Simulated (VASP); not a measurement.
# Mg2Al (Fm-3m) in VASP: settings compared

Aim: see how the results for Mg2Al move with the level of theory and the settings. Levels: PBE, RPBE. Tasks: relaxation of cell and atoms.

Program: VASP 6.6.1. These are calculated values, not measurements. Logs are shortened: lines on timing, memory, paths and dates and some standing lists are left out, and cuts for length are marked.

## (1) The structure

The structure is cubic, space group Fm-3m (No. 225). The conventional cell has a = 6.646 Å, b = 6.646 Å, c = 6.646 Å, α = 90.00°, β = 90.00°, γ = 90.00°. Mg (site symmetry -43m) is surrounded by 4 Al at 2.88 Å. Al (site symmetry m-3m) is surrounded by 8 Mg at 2.88 Å.

The cell was built by a generator and needn't be a form met in nature.

## (2) Relaxation of cell and atoms, PBE

The input, INCAR:

```
PREC     = Accurate       # precision mode
ENCUT    = 600            # plane-wave cutoff, eV
EDIFF    = 1E-6           # SCF threshold, eV
ISMEAR   = 1              # smearing method
SIGMA    = 0.1            # smearing width, eV
LREAL    = F              # projectors in reciprocal space
LASPH    = T              # aspherical terms in the spheres
NELM     = 100            # most SCF steps
ALGO     = Normal         # electronic algorithm
ISIF     = 3              # what is computed and relaxed
LWAVE    = F              # write WAVECAR
LCHARG   = F              # write CHGCAR
GGA      = PE             # functional
IBRION   = 2              # ionic algorithm
NSW      = 40             # ionic steps
EDIFFG   = -0.02          # ionic threshold
```

The input, KPOINTS:

```
Automatic mesh
0
Gamma
  7 7 7
```

The input, POSCAR:

```
Mg2Al
1.0
    0.0000000000      3.3229200000      3.3229200000
    3.3229200000      0.0000000000      3.3229200000
    3.3229200000      3.3229200000      0.0000000000
Mg Al
2 1
Direct
    0.2500000000      0.2500000000      0.2500000000
    0.7500000000      0.7500000000      0.7500000000
    0.0000000000      0.0000000000      0.0000000000
```

Potentials or basis: VASP PAW PBE potentials, release 64 (Mg, Al).

Launch:

```sh
$ cat potpaw_PBE.64/Mg/POTCAR potpaw_PBE.64/Al/POTCAR > POTCAR
$ mpirun -np 1 vasp_std > vasp.out
```

OUTCAR:

```text
PREC = Accurate
   ENCUT = 600
   EDIFF = 1E-6
   ISMEAR = 1
   LREAL = F
   LASPH = T
   NELM = 100
   ISIF = 3
   GGA = PE
   IBRION = 2
   NSW = 40
   EDIFFG = -0.02

 ion  position               nearest neighbor table
   1  0.250  0.250  0.250-   3 2.88   3 2.88   3 2.88   3 2.88   2 3.32   2 3.32   2 3.32   2 3.32
                             2 3.32   2 3.32
   2  0.750  0.750  0.750-   3 2.88   3 2.88   3 2.88   3 2.88   1 3.32   1 3.32   1 3.32   1 3.32
                             1 3.32   1 3.32
   3  0.000  0.000  0.000-   2 2.88   2 2.88   2 2.88   1 2.88   2 2.88   1 2.88   1 2.88   1 2.88

  LATTYP: Found a face centered cubic cell.
 ALAT       =     6.6458400000

  Lattice vectors:

 A1 = (   0.0000000000,   3.3229200000,   3.3229200000)
 A2 = (   3.3229200000,   0.0000000000,   3.3229200000)
 A3 = (   3.3229200000,   3.3229200000,   0.0000000000)

Analysis of symmetry for initial positions (statically):
=====================================================================
 Subroutine PRICEL returns:
 Original cell was already a primitive cell.

 Routine SETGRP: Setting up the symmetry group for a
 face centered cubic supercell.

 Subroutine GETGRP returns: Found 48 space group operations
 (whereof 48 operations were pure point group operations)
 out of a pool of 48 trial point group operations.

The static configuration has the point symmetry O_h .

Analysis of symmetry for dynamics (positions and initial velocities):
=====================================================================
 Subroutine PRICEL returns:
 Original cell was already a primitive cell.

 Routine SETGRP: Setting up the symmetry group for a
 face centered cubic supercell.

 Subroutine GETGRP returns: Found 48 space group operations
 (whereof 48 operations were pure point group operations)
 out of a pool of 48 trial point group operations.

The dynamic configuration has the point symmetry O_h .

 Subroutine INISYM returns: Found 48 space group operations
 (whereof 48 operations are pure point group operations),
 and found     1 'primitive' translations

----------------------------------------------------------------------------------------

                                     Primitive cell

  volume of cell :      73.3820

  direct lattice vectors                    reciprocal lattice vectors
[... 89 lines left out ...]
   NFREE  =      1    steps in history (QN), initial steepest desc. (CG)
   ISIF   =      3    stress and relaxation
   ISYM   =      2    0-nonsym 1-usesym 2-fastsym
   POTIM  = 0.5000    time-step for ionic-motion
   TEBEG  =    0.0;   TEEND  =   0.0 temperature during run
   PSTRESS=    0.0 pullay stress
   NELECT =       7.0000    total number of electrons
   NUPDOWN=      -1.0000    fix difference up-down
   EMIN   =  10.00;   EMAX   =-10.00  energy-range for DOS
   EFERMI =   0.00;   METHOD = LEGACY
   ISMEAR =     1;   SIGMA  =   0.10  broadening in eV -4-tet -1-fermi 0-gaus
   EFERMI_NEDOS =   21; number of points for ismear=-14 and -15
   IALGO  =     38    algorithm
   IMIX   =      4    mixing-type and parameters
     AMIX     =   0.40;   BMIX     =  1.00
     AMIX_MAG =   1.60;   BMIX_MAG =  1.00
  volume/ion in A,a.u.               =      24.46       165.07
  Fermi-wavevector in a.u.,A,eV,Ry     =   0.748016  1.413546  7.612842  0.559528
  Thomas-Fermi vector in A             =   1.844206
   LORBIT       =      0    0 simple, 1 ext, 2 COOP (PROOUT), +10 PAW based schemes
   GGA     = PE    functional components
   LHFCALC =     F    Hartree Fock is set to
   AEXX    =    0.0000 exact exchange contribution
   IVDW    =     0    specifies the selected vdW correction
   LEPSILON=     F    determine dielectric tensor
   LRPA    =     F    only Hartree local field effects (RPA)
 conjugate gradient relaxation of ions
 non-spin polarized calculation
 Methfessel and Paxton  Order N= 1 SIGMA  =   0.10
  energy-cutoff  :      600.00
  volume of cell :       73.38
 maximum number of plane-waves:      2469
 NGX is ok and might be reduce to    40
   NGX = 19   NGY = 19   NGZ = 19

 number of electron       7.0000000 magnetization

 Free energy of the ion-electron system (eV)
  ---------------------------------------------------
  ext. energy  EPLUGINS =         0.00000000
  ---------------------------------------------------
  free energy    TOTEN  =        -6.33777465 eV

  energy without entropy =       -6.33584242  energy(sigma->0) =       -6.33713057

 E-fermi :   2.6016     XC(G=0):  -8.3161

 val. band max:        2.5665805056   @ k =  -0.2857   0.2857   0.0000
 cond. band min:       2.6358492612   @ k =   0.2857   0.1429   0.0000
 fundamental gap:      0.0692687556
 Fermi energy:         2.6016229195

 k-point     1 :       0.0000    0.0000    0.0000
  band No.  band energies     occupation
      1      -4.7170      2.00000
      2       3.9687     -0.00000
      3       3.9687     -0.00000
      4       3.9687     -0.00000
      5       5.0678      0.00000
      6       5.0678      0.00000
      7       5.0678      0.00000
[... 181 lines left out ...]
 k-point    20 :      -0.2857    0.4286    0.1429
  band No.  band energies     occupation
      1      -2.2061      2.00000
      2      -0.3883      2.00000
      3      -0.1655      2.00000
      4       1.2307      2.00000
      5       4.8773      0.00000
      6       6.4886      0.00000
      7       6.8594      0.00000

------------------------ aborting loop because EDIFF is reached ----------------------------------------

  FORCE on cell =-STRESS in cart. coord.  units (eV):
  Direction    XX          YY          ZZ          XY          YZ          ZX
  --------------------------------------------------------------------------------------
  -------------------------------------------------------------------------------------
  Total       -0.0525271     -0.0525271     -0.0525271      0.0000000      0.0000000     -0.0000000
  in kB       -1.1468446     -1.1468446     -1.1468446      0.0000000      0.0000000     -0.0000000
  external PRESSURE =      -1.1468446 kB  Pullay stress =       0.0000000 kB

 VOLUME and BASIS-vectors are now :
 -----------------------------------------------------------------------------
  energy-cutoff  :      600.00
  volume of cell :       73.38
      direct lattice vectors                 reciprocal lattice vectors
     0.000000000  3.322920000  3.322920000    -0.150470068  0.150470068  0.150470068
     3.322920000  0.000000000  3.322920000     0.150470068 -0.150470068  0.150470068
     3.322920000  3.322920000  0.000000000     0.150470068  0.150470068 -0.150470068

 POSITION                                       TOTAL-FORCE (eV/Angst)
 -----------------------------------------------------------------------------------
      1.66146      1.66146      1.66146         0.000000      0.000000      0.000000
      4.98438      4.98438      4.98438        -0.000000     -0.000000     -0.000000
      0.00000      0.00000      0.00000        -0.000000     -0.000000     -0.000000
 -----------------------------------------------------------------------------------
    total drift:                               -0.000000      0.000000     -0.000000

  FREE ENERGIE OF THE ION-ELECTRON SYSTEM (eV)
  ---------------------------------------------------
  free  energy   TOTEN  =        -6.3377746451 eV

  energy  without entropy=       -6.3358424214  energy(sigma->0) =       -6.33713057

 reached required accuracy - stopping structural energy minimisation
```

OSZICAR:

```text
N       E                     dE             d eps       ncg     rms          rms(c)
DAV:   1     0.429344089383E+01    0.42934E+01   -0.20076E+03   280   0.684E+02
DAV:   2    -0.634774840464E+01   -0.10641E+02   -0.10205E+02   378   0.564E+01
DAV:   3    -0.645798077679E+01   -0.11023E+00   -0.10530E+00   371   0.679E+00
DAV:   4    -0.645908910091E+01   -0.11083E-02   -0.10972E-02   406   0.747E-01
DAV:   5    -0.645909345832E+01   -0.43574E-05   -0.43575E-05   385   0.378E-02    0.178E+00
DAV:   6    -0.636451943845E+01    0.94574E-01   -0.15545E-01   322   0.188E+00    0.110E+00
DAV:   7    -0.633776109238E+01    0.26758E-01   -0.14332E-01   329   0.193E+00    0.299E-01
DAV:   8    -0.633771770795E+01    0.43384E-04   -0.63461E-03   364   0.597E-01    0.214E-01
DAV:   9    -0.633774913719E+01   -0.31429E-04   -0.70491E-05   427   0.741E-02    0.132E-01
DAV:  10    -0.633777510540E+01   -0.25968E-04   -0.52205E-05   294   0.541E-02    0.554E-02
DAV:  11    -0.633777464508E+01    0.46032E-06   -0.69310E-07   364   0.597E-03
   1 F= -.63377746E+01 E0= -.63371306E+01  d E =-.633777E+01
```

CONTCAR:

```text
Mg2Al
   1.00000000000000
     0.0000000000000000    3.3229199999999999    3.3229199999999999
     3.3229199999999999    0.0000000000000000    3.3229199999999999
     3.3229199999999999    3.3229199999999999    0.0000000000000000
  Mg              Al
     2     1
Direct
     0.2500000000000000    0.2500000000000000    0.2500000000000000
     0.7500000000000000    0.7500000000000000    0.7500000000000000
     0.0000000000000000    0.0000000000000000    0.0000000000000000

  0.00000000E+00  0.00000000E+00  0.00000000E+00
  0.00000000E+00  0.00000000E+00  0.00000000E+00
  0.00000000E+00  0.00000000E+00  0.00000000E+00
```

It took 9.2 s on 1 thread of AMD EPYC 9R45 (Zen 5), shared host; peak memory 0.2 GiB.

Results:

| Quantity | Value |
| --- | --- |
| Free energy | -6.3378 eV |
| Pressure after relaxing | -0.1 GPa |
| Band gap on the k mesh | none (metal or under the smearing width) |

Final structure:
```xyz
3
Lattice="0.0000 3.3229 3.3229 3.3229 0.0000 3.3229 3.3229 3.3229 0.0000" Properties=species:S:1:pos:R:3 pbc="T T T"
Mg    1.6615    1.6615    1.6615
Mg    4.9844    4.9844    4.9844
Al    0.0000    0.0000    0.0000
```

Caveat: the relaxation stopped at its first step, so nothing moved.

(Continued in part 2 of 2.)
